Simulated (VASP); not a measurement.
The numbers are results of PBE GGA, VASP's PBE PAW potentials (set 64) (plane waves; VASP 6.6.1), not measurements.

VASP input:

File KPOINTS:
```
k-points along high-symmetry lines
15
Line-mode
Reciprocal
  0.000000   0.000000   0.000000 ! GAMMA
  0.000000   0.500000   0.000000 ! X

  0.000000   0.500000   0.000000 ! X
  0.500000   0.500000   0.000000 ! M

  0.500000   0.500000   0.000000 ! M
  0.000000   0.000000   0.000000 ! GAMMA

  0.000000   0.000000   0.000000 ! GAMMA
  0.500000   0.500000   0.500000 ! R

  0.500000   0.500000   0.500000 ! R
  0.000000   0.500000   0.000000 ! X

  0.500000   0.500000   0.500000 ! R
  0.500000   0.500000   0.000000 ! M
```

File POSCAR:
```
KMgF3
1
    4.0443690776     0.0000000000     0.0000000000
    0.0000000000     4.0443690776    -0.0000000000
    0.0000000000     0.0000000000     4.0443690776
K Mg F
1 1 3
Direct
  0.0000000000   0.0000000000   0.0000000000
  0.5000000000   0.5000000000   0.5000000000
  0.5000000000   0.0000000000   0.5000000000
  0.0000000000   0.5000000000   0.5000000000
  0.5000000000   0.5000000000   0.0000000000
```

**INCAR**
```
ICHARG = 11   # fixed density
NELM = 100
SYSTEM = KMgF3
LASPH = .True.   # aspherical one-centre terms
PREC = Accurate
ISMEAR = 0
ENCUT = 520
EDIFF = 1E-7
LREAL = .False.   # projection in real space or not
GGA = PE
ALGO = Normal
LORBIT = 11   # lm-projected
LWAVE = .False.
LCHARG = .False.
SIGMA = 0.05   # width (eV)
```

POTCAR, in this order: K_sv Mg F (PBE.64 set). Program: vasp_std. Read from the step before: CHGCAR.

The resulting files:

**OSZICAR**
```
       N       E                     dE             d eps       ncg     rms          rms(c)
DAV:   1     0.238320790504E+03    0.23832E+03   -0.17375E+04  3600   0.155E+03
DAV:   2    -0.125632567865E+02   -0.25088E+03   -0.24186E+03  4988   0.375E+02
DAV:   3    -0.237421370631E+02   -0.11179E+02   -0.11144E+02  4300   0.781E+01
DAV:   4    -0.241364263112E+02   -0.39429E+00   -0.39373E+00  6360   0.118E+01
DAV:   5    -0.241376454479E+02   -0.12191E-02   -0.12189E-02  4200   0.704E-01
DAV:   6    -0.241376685112E+02   -0.23063E-04   -0.23063E-04  5092   0.670E-02
DAV:   7    -0.241376688065E+02   -0.29538E-06   -0.29539E-06  4528   0.903E-03
DAV:   8    -0.241376688145E+02   -0.79531E-08   -0.79369E-08  3228   0.127E-03
   1 F= -.24137669E+02 E0= -.24137669E+02  d E =-.726897E-21
```

**OUTCAR**
```
 val. band max:       -1.8157928071   @ k =   0.5000   0.5000   0.5000

 cond. band min:       5.1657000216   @ k =   0.0000   0.0000   0.0000



 k-point     1 :       0.0000    0.0000    0.0000
  band No.  band energies     occupation
      1     -27.5605      2.00000
      2     -21.8224      2.00000
      3     -21.2241      2.00000
      4     -21.2241      2.00000
      5     -11.0466      2.00000
      6     -11.0466      2.00000
      7     -11.0466      2.00000
      8      -4.1452      2.00000
      9      -4.1452      2.00000
     10      -4.1452      2.00000
     11      -2.3982      2.00000
     12      -2.3982      2.00000
     13      -2.3982      2.00000
     14      -2.1372      2.00000
     15      -2.1372      2.00000
     16      -2.1372      2.00000
     17       5.1657      0.00000
     18       8.2031      0.00000
     19       8.2031      0.00000
     20      10.3072      0.00000

 k-point     2 :       0.0000    0.0357    0.0000
  band No.  band energies     occupation
      1     -27.5602      2.00000
      2     -21.8210      2.00000
      3     -21.2259      2.00000
      4     -21.2240      2.00000
      5     -11.0466      2.00000
      6     -11.0461      2.00000
      7     -11.0461      2.00000
      8      -4.1444      2.00000
      9      -4.1436      2.00000
     10      -4.1436      2.00000
     11      -2.4011      2.00000
     12      -2.4008      2.00000
     13      -2.4008      2.00000
     14      -2.1495      2.00000
     15      -2.1397      2.00000
     16      -2.1397      2.00000
     17       5.1884      0.00000
     18       8.2146      0.00000
     19       8.2164      0.00000
     20      10.3132      0.00000

 k-point     3 :       0.0000    0.0714    0.0000
  band No.  band energies     occupation
      1     -27.5594      2.00000
      2     -21.8165      2.00000
      3     -21.2308      2.00000
      4     -21.2239      2.00000
      5     -11.0465      2.00000
      6     -11.0444      2.00000
...
```

The density is held fixed in this step, so its total energy and stress have no physical meaning.

The compound is KMgF3 in the cubic perovskite structure. It was relaxed first.
